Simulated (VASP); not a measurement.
# Na16N (a cell with a defect) in VASP: a series of runs

One crystal, Na16N (a cell with a defect), is run at these levels: PBEsol; tasks: single point.

All numbers are computed with VASP 6.6.1; they aren't measurements. Logs are shortened: lines on timing, memory, paths and dates and some standing lists are left out, and cuts for length are marked.

### Step 1. The crystal as given

The cell holds a defect, 17 atoms: a = 8.460 Å, b = 8.460 Å, c = 8.460 Å, α = 90.00°, β = 90.00°, γ = 90.00°.

The cell was built by a generator and needn't be a form met in nature.

### Step 2. Single point, PBEsol

The input, INCAR:

```
PREC = Accurate
ENCUT = 520
EDIFF = 1E-6
ISMEAR = -1
SIGMA = 0.05
LREAL = Auto
LASPH = T
NELM = 100
ALGO = Fast
ISIF = 2
LWAVE = F
LCHARG = F
GGA = PS
NBANDS = 72
```

The input, KPOINTS:

```
regular mesh
0
Gamma
  2 2 2
```

The input, POSCAR:

```
Na16N
1.0
    8.4600000000      0.0000000000      0.0000000000
    0.0000000000      8.4600000000      0.0000000000
    0.0000000000      0.0000000000      8.4600000000
Na N
16 1
Direct
   -0.1000945626     -0.0659929078     -0.0481796690
    0.5624349882      0.0157210402     -0.0713947991
   -0.0036170213      0.3230614657      0.0480969267
   -0.0990425532     -0.0098581560      0.5360520095
    0.1949527187      0.1986052009      0.2724113475
    0.6954609929      0.5686288416     -0.0249645390
    0.4965366430     -0.0246453901      0.3679432624
    0.6703782506      0.3402718676      0.2569503546
    0.0138061466      0.5336879433      0.3467494090
    0.4570921986      0.5989125296      0.2493735225
    0.2370449173      0.3185815603      0.8566784870
    0.3249172577      0.5066548463      0.6263238771
    0.8136879433      0.7844562648      0.2272340426
    0.7059101655      0.2969739953      0.6123522459
    0.3063947991      0.8242198582      0.9377423168
    0.6503427896      0.7498463357      0.6669503546
    0.6317021277      0.8127304965      1.0367257683
```

Potentials or basis: VASP PAW PBE potentials, release 64 (Na_pv, N).

Command:

```sh
$ cat potpaw_PBE.64/Na_pv/POTCAR potpaw_PBE.64/N/POTCAR > POTCAR
$ mpirun -np 1 vasp_std > vasp.out
```

OUTCAR:

```text
PREC = Accurate
   ENCUT = 520
   EDIFF = 1E-6
   ISMEAR = -1
   LREAL = Auto
   LASPH = T
   NELM = 100
   ISIF = 2
   GGA = PS

 ion  position               nearest neighbor table
   1  0.900  0.934  0.952-  13 2.75
   2  0.562  0.016  0.929-  17 2.03  15 2.71
   3  0.996  0.323  0.048-  11 2.60   5 2.74
   4  0.901  0.990  0.536-
   5  0.195  0.199  0.272-   3 2.74
   6  0.695  0.569  0.975-  17 2.20
   7  0.497  0.975  0.368-
   8  0.670  0.340  0.257-
   9  0.014  0.534  0.347-
  10  0.457  0.599  0.249-
  11  0.237  0.319  0.857-   3 2.60  12 2.62
  12  0.325  0.507  0.626-  11 2.62
  13  0.814  0.784  0.227-  17 2.24   1 2.75
  14  0.706  0.297  0.612-
  15  0.306  0.824  0.938-   2 2.71
  16  0.650  0.750  0.667-
  17  0.632  0.813  0.037-   2 2.03   6 2.20  13 2.24

  LATTYP: Found a simple cubic cell.
 ALAT       =     8.4600000000

  Lattice vectors:

 A1 = (   8.4600000000,   0.0000000000,   0.0000000000)
 A2 = (   0.0000000000,   8.4600000000,   0.0000000000)
 A3 = (   0.0000000000,   0.0000000000,   8.4600000000)

Analysis of symmetry for initial positions (statically):
=====================================================================
 Subroutine PRICEL returns:
 Original cell was already a primitive cell.

 Routine SETGRP: Setting up the symmetry group for a
 simple cubic supercell.

 Subroutine GETGRP returns: Found  1 space group operations
 (whereof  1 operations were pure point group operations)
 out of a pool of 48 trial point group operations.

The static configuration has the point symmetry C_1 .

Analysis of symmetry for dynamics (positions and initial velocities):
=====================================================================
 Subroutine PRICEL returns:
 Original cell was already a primitive cell.

 Routine SETGRP: Setting up the symmetry group for a
 simple cubic supercell.

 Subroutine GETGRP returns: Found  1 space group operations
 (whereof  1 operations were pure point group operations)
 out of a pool of 48 trial point group operations.

The dynamic configuration has the point symmetry C_1 .

 Subroutine INISYM returns: Found  1 space group operations
 (whereof  1 operations are pure point group operations),
 and found     1 'primitive' translations

----------------------------------------------------------------------------------------

                                     Primitive cell

  volume of cell :     605.4957

  direct lattice vectors                    reciprocal lattice vectors
     8.460000000  0.000000000  0.000000000     0.118203310  0.000000000  0.000000000
     0.000000000  8.460000000  0.000000000     0.000000000  0.118203310  0.000000000
     0.000000000  0.000000000  8.460000000     0.000000000  0.000000000  0.118203310

  length of vectors
     8.460000000  8.460000000  8.460000000     0.118203310  0.118203310  0.118203310

  position of ions in fractional coordinates (direct lattice)
     0.899905437  0.934007092  0.951820331
     0.562434988  0.015721040  0.928605201
     0.996382979  0.323061466  0.048096927
     0.900957447  0.990141844  0.536052009
     0.194952719  0.198605201  0.272411347
     0.695460993  0.568628842  0.975035461
[... 9 lines left out ...]
     0.650342790  0.749846336  0.666950355
     0.631702128  0.812730497  0.036725768

  ion indices of the primitive-cell ions
   primitive index   ion index
                 1           1
                 2           2
                 3           3
                 4           4
                 5           5
                 6           6
[... 9 lines left out ...]
                16          16
                17          17

----------------------------------------------------------------------------------------

 KPOINTS: regular mesh

Automatic generation of k-mesh.
 Grid dimensions read from file:
 generate k-points for:    2    2    2

 Generating k-lattice:

  Cartesian coordinates                     Fractional coordinates (reciprocal lattice)
     0.059101655  0.000000000  0.000000000     0.500000000  0.000000000  0.000000000
     0.000000000  0.059101655  0.000000000     0.000000000  0.500000000  0.000000000
     0.000000000  0.000000000  0.059101655     0.000000000  0.000000000  0.500000000

  Length of vectors
     0.059101655  0.059101655  0.059101655

  Shift w.r.t. Gamma in fractional coordinates (k-lattice)
     0.000000000  0.000000000  0.000000000

 Subroutine IBZKPT returns following result:
 ===========================================

 Found      8 irreducible k-points:

 Following reciprocal coordinates:
            Coordinates               Weight
  0.000000  0.000000  0.000000      1.000000
  0.500000  0.000000  0.000000      1.000000
  0.000000  0.500000  0.000000      1.000000
  0.000000  0.000000  0.500000      1.000000
  0.500000  0.500000  0.000000      1.000000
  0.000000  0.500000  0.500000      1.000000
  0.500000  0.000000  0.500000      1.000000
  0.500000  0.500000  0.500000      1.000000
   k-points           NKPTS =      8   k-points in BZ     NKDIM =      8   number of bands    NBANDS=     72
   number of dos      NEDOS =    301   number of ions     NIONS =     17
   total plane-waves  NPLWV = 262144
   dimension x,y,z NGX =    64 NGY =   64 NGZ =   64
   dimension x,y,z NGXF=   128 NGYF=  128 NGZF=  128
   ions per type =              16   1
   NGX,Y,Z   is equivalent  to a cutoff of  12.58, 12.58, 12.58 a.u.
   NGXF,Y,Z  is equivalent  to a cutoff of  25.15, 25.15, 25.15 a.u.
 SYSTEM =  unknown system
   PREC   = accura    normal or accurate (medium, high low for compatibility)
   ISTART =      0    job   : 0-new  1-cont  2-samecut
   ICHARG =      2    charge: 1-file 2-atom 10-const
   ISPIN  =      1    spin polarized calculation?
   LNONCOLLINEAR =      F non collinear calculations
   LSORBIT =      F    spin-orbit coupling
   LASPH  =      T    aspherical Exc in radial PAW
   ENCUT  =  520.0 eV  38.22 Ry    6.18 a.u.  15.73 15.73 15.73*2*pi/ulx,y,z
   NELM   =    100;   NELMIN=  2; NELMDL= -5     # of ELM steps
   EDIFF  = 0.1E-05   stopping-criterion for ELM
   LREAL  =      T    real-space projection
   EDIFFG = 0.1E-04   stopping-criterion for IOM
   NSW    =      0    number of steps for IOM
   IBRION =     -1    ionic relax: 0-MD 1-quasi-New 2-CG
   NFREE  =      0    steps in history (QN), initial steepest desc. (CG)
   ISIF   =      2    stress and relaxation
   ISYM   =      2    0-nonsym 1-usesym 2-fastsym
   POTIM  = 0.5000    time-step for ionic-motion
   TEBEG  =    0.0;   TEEND  =   0.0 temperature during run
   PSTRESS=    0.0 pullay stress
   NELECT =     117.0000    total number of electrons
   NUPDOWN=      -1.0000    fix difference up-down
   EMIN   =  10.00;   EMAX   =-10.00  energy-range for DOS
   EFERMI =   0.00;   METHOD = LEGACY
   ISMEAR =    -1;   SIGMA  =   0.05  broadening in eV -4-tet -1-fermi 0-gaus
   EFERMI_NEDOS =   21; number of points for ismear=-14 and -15
   IALGO  =     68    algorithm
   IMIX   =      4    mixing-type and parameters
     AMIX     =   0.40;   BMIX     =  1.00
     AMIX_MAG =   1.60;   BMIX_MAG =  1.00
  volume/ion in A,a.u.               =      35.62       240.36
  Fermi-wavevector in a.u.,A,eV,Ry     =   0.946455  1.788540 12.187775  0.895776
  Thomas-Fermi vector in A             =   2.074454
   LORBIT       =      0    0 simple, 1 ext, 2 COOP (PROOUT), +10 PAW based schemes
   GGA     = PS    functional components
   LHFCALC =     F    Hartree Fock is set to
   AEXX    =    0.0000 exact exchange contribution
   IVDW    =     0    specifies the selected vdW correction
   LEPSILON=     F    determine dielectric tensor
   LRPA    =     F    only Hartree local field effects (RPA)
 non-spin polarized calculation
 RMM-DIIS sequential band-by-band and
  energy-cutoff  :      520.00
  volume of cell :      605.50
 maximum number of plane-waves:     16384
 NGX is ok and might be reduce to    64
   NGX = 31   NGY = 31   NGZ = 31

 number of electron     117.0000015 magnetization

 Free energy of the ion-electron system (eV)
  ---------------------------------------------------
  ext. energy  EPLUGINS =         0.00000000
  ---------------------------------------------------
  free energy    TOTEN  =       -25.74169328 eV

  energy without entropy =      -25.64406511  energy(sigma->0) =      -25.69287920

 E-fermi :   0.2290     XC(G=0):  -6.4481

 val. band max:        0.2225516414   @ k =   0.5000   0.5000   0.0000
 cond. band min:       0.2310358776   @ k =   0.0000   0.5000   0.5000
 fundamental gap:      0.0084842361
 Fermi energy:         0.2289958067

 k-point     1 :       0.0000    0.0000    0.0000
  band No.  band energies     occupation
      1     -25.3347      2.00000
      2     -25.2019      2.00000
      3     -25.1508      2.00000
      4     -25.0266      2.00000
      5     -24.9928      2.00000
      6     -24.9630      2.00000
[... 62 lines left out ...]
     69       2.1017      0.00000
     70       2.2059      0.00000

 k-point     2 :       0.5000    0.0000    0.0000
  band No.  band energies     occupation
      1     -25.3347      2.00000
      2     -25.2020      2.00000
      3     -25.1508      2.00000
      4     -25.0266      2.00000
      5     -24.9928      2.00000
      6     -24.9630      2.00000
[... 62 lines left out ...]
     69       2.2747      0.00000
     70       2.4040      0.00000

 k-point     3 :       0.0000    0.5000    0.0000
  band No.  band energies     occupation
      1     -25.3347      2.00000
      2     -25.2019      2.00000
      3     -25.1508      2.00000
      4     -25.0266      2.00000
      5     -24.9928      2.00000
      6     -24.9630      2.00000
[... 354 lines left out ...]
     69       2.5123      0.00000
     70       2.6994      0.00000

 k-point     8 :       0.5000    0.5000    0.5000
  band No.  band energies     occupation
      1     -25.3347      2.00000
      2     -25.2019      2.00000
      3     -25.1507      2.00000
      4     -25.0267      2.00000
      5     -24.9930      2.00000
      6     -24.9630      2.00000
[... 62 lines left out ...]
     69       2.7769      0.00000
     70       2.8364      0.00000
 [bands above 70 left out]

------------------------ aborting loop because EDIFF is reached ----------------------------------------

  FORCE on cell =-STRESS in cart. coord.  units (eV):
  Direction    XX          YY          ZZ          XY          YZ          ZX
  --------------------------------------------------------------------------------------
  -------------------------------------------------------------------------------------
  Total        2.2078779      5.8408516      4.3045837     -2.6713720     -3.3140937     -0.0463357
  in kB        5.8421748     15.4552370     11.3901816     -7.0686074     -8.7692868     -0.1226069
  external PRESSURE =      10.8958645 kB  Pullay stress =       0.0000000 kB

 VOLUME and BASIS-vectors are now :
 -----------------------------------------------------------------------------
  energy-cutoff  :      520.00
  volume of cell :      605.50
      direct lattice vectors                 reciprocal lattice vectors
     8.460000000  0.000000000  0.000000000     0.118203310  0.000000000  0.000000000
     0.000000000  8.460000000  0.000000000     0.000000000  0.118203310  0.000000000
     0.000000000  0.000000000  8.460000000     0.000000000  0.000000000  0.118203310

 POSITION                                       TOTAL-FORCE (eV/Angst)
 -----------------------------------------------------------------------------------
      7.61320      7.90170      8.05240        -0.015725      0.035242     -0.187280
      4.75820      0.13300      7.85600        -0.235213      1.896628     -0.502564
      8.42940      2.73310      0.40690        -0.861719      0.107425     -0.183636
      7.62210      8.37660      4.53500         0.474615      0.157358     -0.041981
      1.64930      1.68020      2.30460         0.367778     -0.266378      0.402813
      5.88360      4.81060      8.24880         0.002498     -0.411206     -0.500042
[... 9 lines left out ...]
      5.50190      6.34370      5.64240        -0.070605     -0.154923      0.077341
      5.34420      6.87570      0.31070        -0.044707     -1.000675      0.434520
 -----------------------------------------------------------------------------------
    total drift:                               -0.000250      0.000138      0.000559

  FREE ENERGIE OF THE ION-ELECTRON SYSTEM (eV)
  ---------------------------------------------------
  free  energy   TOTEN  =       -25.7416932845 eV

  energy  without entropy=      -25.6440651121  energy(sigma->0) =      -25.69287920
```

It took 7.6 min on 1 thread of Intel Xeon 6975P-C (Granite Rapids), shared host; peak memory 0.62 GiB.

Results:

| Item | Value |
| --- | --- |
| Free energy | -25.7417 eV |
| Pressure | 1.1 GPa |
| Largest force | 1.976 eV/Å |
| Band gap on the k mesh | none (metal or under the smearing width) |

Forces in eV/Å, atoms in the order of the input:
```
Na  -0.016  0.035 -0.187
Na  -0.235  1.897 -0.503
Na  -0.862  0.107 -0.184
Na   0.475  0.157 -0.042
Na   0.368 -0.266  0.403
Na   0.002 -0.411 -0.500
Na   0.047 -0.024 -0.179
Na   0.084 -0.606  0.004
Na   0.212  0.009  0.461
Na  -0.308  0.471 -0.186
Na   0.460 -0.545  0.065
Na   0.157  0.421 -0.615
Na  -0.215  0.142  0.380
Na  -0.025  0.163  0.361
Na  -0.030 -0.395  0.209
Na  -0.071 -0.155  0.077
N   -0.045 -1.001  0.435
```

Caveat: the k mesh is coarse (spacing up to 0.37 Å⁻¹), so the values aren't converged; the PAW data sets were made with another functional, which shifts forces and pressure a little.

### Step 3. Single point, PBEsol

The input, INCAR:

```
  PREC = Accurate
  ENCUT = 520
  EDIFF = 1E-6
  ISMEAR = -1
  SIGMA = 0.05
  LREAL = Auto
  LASPH = True
  NELM = 60
  ALGO = Fast
  ISIF = 2
  LWAVE = False
  LCHARG = False
  GGA = PS
  NBANDS = 72
```

KPOINTS is that of step 2.

The input, POSCAR:

```
Na16N
1.0
    8.4600000000      0.0000000000      0.0000000000
    0.0000000000      8.4600000000      0.0000000000
    0.0000000000      0.0000000000      8.4600000000
Na N
16 1
Direct
    0.0003449697      0.0090248494     -0.0047052115
    0.5004510893      0.0242406074     -0.0036145108
    0.0003277858      0.4907889039     -0.0049545349
    0.0003324515     -0.0313509045      0.4901305968
    0.2271644321      0.2500776743      0.2663808397
    0.5004135641      0.4730537875     -0.0052912500
    0.5004582119      0.0085560161      0.4912926064
    0.7735754419      0.2500710027      0.2663367597
    0.0003281185      0.5312955591      0.4901824181
    0.3028538403      0.7508551583      0.1922610245
    0.2269491747      0.2497778217      0.7179941584
    0.5004612650      0.4911252979      0.4911517388
    0.6981028831      0.7508376122      0.1916964374
    0.7738307216      0.2497886737      0.7179984005
    0.3077126372      0.7499741578      0.7937067154
    0.6930252096      0.7500253480      0.7943083265
    0.5001526037      0.7487127345      0.9964071850
```

Potentials or basis: VASP PAW PBE potentials, release 64 (Na_pv, N).

Command:

```sh
$ cat potpaw_PBE.64/Na_pv/POTCAR potpaw_PBE.64/N/POTCAR > POTCAR
$ mpirun -np 1 vasp_std > vasp.out
```

Run time: 8.5 min. Hardware: 1 thread of Intel Xeon Platinum 8488C (Sapphire Rapids), shared host; peak memory 0.63 GiB.

The run converged. Its results:

```yaml
Free_energy: -29.5308 eV
Pressure: -0.3 GPa
Largest_force: 0.065 eV/Å
Band_gap_on_the_k_mesh: none (metal or under the smearing width)
```

Forces in eV/Å, atoms in the order of the input:
```
Na   0.001 -0.008 -0.012
Na  -0.002  0.038 -0.009
Na   0.001  0.011 -0.010
Na   0.000 -0.003  0.008
Na  -0.001 -0.002  0.003
Na  -0.002 -0.005  0.008
Na   0.001  0.005  0.000
Na   0.001 -0.002  0.003
Na   0.000  0.004  0.008
Na  -0.026 -0.016  0.007
Na   0.000 -0.002  0.005
Na   0.000 -0.002 -0.002
Na   0.024 -0.017  0.014
Na   0.000 -0.002  0.005
Na  -0.062 -0.005  0.019
Na   0.063 -0.005  0.010
N    0.002  0.010 -0.058
```

Stress tensor (GPa, compression positive):
```
-0.28  0.00  0.00
 0.00 -0.21  0.00
 0.00  0.00 -0.33
```

Levels at points of the mesh, in eV from the Fermi level:
```
           k point  band 56  band 57  band 58  band 59  band 60  band 61  band 62  band 63
(0.00, 0.00, 0.00)    -0.48    -0.48    -0.48    -0.45     0.84     0.90     0.90     1.06
(0.50, 0.00, 0.00)    -0.44    -0.41    -0.41    -0.06     0.15     0.16     0.19     1.37
(0.00, 0.50, 0.00)    -0.50    -0.50    -0.43    -0.11     0.20     0.21     0.44     1.30
(0.00, 0.00, 0.50)    -0.44    -0.42    -0.38    -0.09     0.16     0.17     0.19     1.37
(0.50, 0.50, 0.00)    -0.94    -0.05    -0.01     0.02     0.17     0.27     0.46     0.84
(0.00, 0.50, 0.50)    -0.95    -0.05    -0.01     0.03     0.16     0.27     0.44     0.84
(0.50, 0.00, 0.50)    -1.03     0.03     0.04     0.08     0.12     0.32     0.35     0.98
(0.50, 0.50, 0.50)    -1.35    -0.53    -0.50    -0.48    -0.46     2.16     2.26     2.27
```

Caveat: the k mesh is coarse (spacing up to 0.37 Å⁻¹), so the values aren't converged; the PAW data sets were made with another functional, which shifts forces and pressure a little.
